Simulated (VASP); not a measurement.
A convergence study with VASP on Zr (hcp): one setting is varied, all else stays as given below, so the limit is that of these other settings.

```yaml
crystal:
  lattice:
    - [1.61500, -2.79726, 0.00000]
    - [1.61500, 2.79726, 0.00000]
    - [0.00000, 0.00000, 5.15000]
  atoms:
    - { symbol: Zr, position: [0.33333, 0.66667, 0.25000] }
    - { symbol: Zr, position: [0.66667, 0.33333, 0.75000] }
```

Computed with PBEsol GGA, VASP's PBE PAW potentials (set 64) (plane waves; VASP). The tightest run used: 550 eV cut-off, 23×23×12 Γ-centred mesh, tetrahedra with Blöchl corrections, potentials Zr_sv.

**Question.** The settings run are 3×3×2 mesh; 4×4×2 mesh; 5×5×3 mesh; 6×6×3 mesh; 7×7×4 mesh; 8×8×4 mesh; 9×9×5 mesh; 10×10×5 mesh; 11×11×6 mesh; 12×12×6 mesh; 13×13×7 mesh; 14×14×7 mesh; 15×15×8 mesh; 16×16×9 mesh; 17×17×9 mesh; 18×18×10 mesh; 19×19×10 mesh; 20×20×11 mesh; 21×21×11 mesh; 22×22×12 mesh; 23×23×12 mesh. From which on does the stress (every component) stay within 0.1 GPa of the tightest run?

**Answer.** From 15×15×8 mesh on: it is off by 0.05 there and by no more than 0.1 in any finer run, while 14×14×7 mesh is off by 0.13.
```
setting        E (eV/atom)  pressure (GPa)  irreducible k-points  difference judged (GPa)
-------------  -----------  --------------  --------------------  -----------------------
3×3×2 mesh         -9.0842           -5.16                     6                     3.53
4×4×2 mesh         -9.0514           -3.05                     8                     0.19
5×5×3 mesh         -9.0777           -2.93                    10                     1.47
6×6×3 mesh         -9.0493           -2.79                    14                     0.80
7×7×4 mesh         -9.0724           -3.30                    24                     0.19
8×8×4 mesh         -9.0770           -3.24                    30                     0.30
9×9×5 mesh         -9.0743           -3.29                    36                     0.20
10×10×5 mesh       -9.0747           -3.29                    42                     0.12
11×11×6 mesh       -9.0727           -3.21                    64                     0.02
12×12×6 mesh       -9.0725           -3.20                    76                     0.09
13×13×7 mesh       -9.0728           -3.22                    84                     0.14
14×14×7 mesh       -9.0733           -3.21                    96                     0.13
15×15×8 mesh       -9.0734           -3.23                   135                     0.05
16×16×9 mesh       -9.0738           -3.25                   150                     0.06
17×17×9 mesh       -9.0736           -3.23                   165                     0.05
18×18×10 mesh      -9.0734           -3.22                   222                     0.02
19×19×10 mesh      -9.0734           -3.22                   240                     0.04
20×20×11 mesh      -9.0733           -3.23                   264                     0.02
21×21×11 mesh      -9.0734           -3.23                   288                     0.03
22×22×12 mesh      -9.0735           -3.22                   364                     0.01
23×23×12 mesh      -9.0735           -3.21                   392                     0.00
```

Left out are rungs that failed or repeat a setting and relaxations that didn't move; long series are thinned to 24 rows.

The compound is Zr in the hcp structure. The cell was not relaxed at this level.
